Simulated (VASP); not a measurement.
SiSe:

```
Si Se
1.0
     3.59520    0.00000    0.00000
    -1.79760    3.11353    0.00000
     0.00000    0.00000    3.59873
Si Se
1 1
Direct
  0.66667 0.33333 0.50000
  0.00000 0.00000 0.00000
```

The cell was built by a generator and needn't be a form met in nature.

| Item | Value |
| --- | --- |
| Program | VASP 6.6.1 |
| Task | relaxation of cell and atoms |
| Functional | RPBE |
| Potentials or basis | VASP PAW PBE potentials, release 64 (Si, Se) |
| Cutoff | 600 eV |
| k mesh | 9 × 9 × 7 |
| Occupations | fermi-dirac, width 0.05 eV |
| Spin | no spin polarisation |

At the start: pressure 1.7 GPa; volume 20.14 Å³/atom.

Task: How do energy, volume and symmetry change on relaxing?

Result: Over 5 steps the energy falls by 3.2 meV/atom and the volume is 20.77 Å³/atom (+3.1 %); space group P-6m2 (No. 187, to 0.05 Å).

The path:
```csv
step,energy change (eV),largest force (eV/Å),pressure (GPa),volume (Å³)
1,0.0000,0.0000,1.66,40.28
2,-0.0061,0.0000,-0.05,41.51
3,-0.0062,0.0000,0.05,41.43
4,-0.0063,0.0000,0.02,41.49
5,-0.0064,0.0000,0.01,41.54
```

Final structure:
```
Si Se
1.0
     3.63172    0.00000    0.00000
    -1.81586    3.14516    0.00000
     0.00000    0.00000    3.63667
Si Se
1 1
Cartesian
  1.8159 1.0484 1.8183
  -1.8159 3.1452 0.0000
```

Caveat: the PAW data sets were made with another functional, which shifts forces and pressure a little.
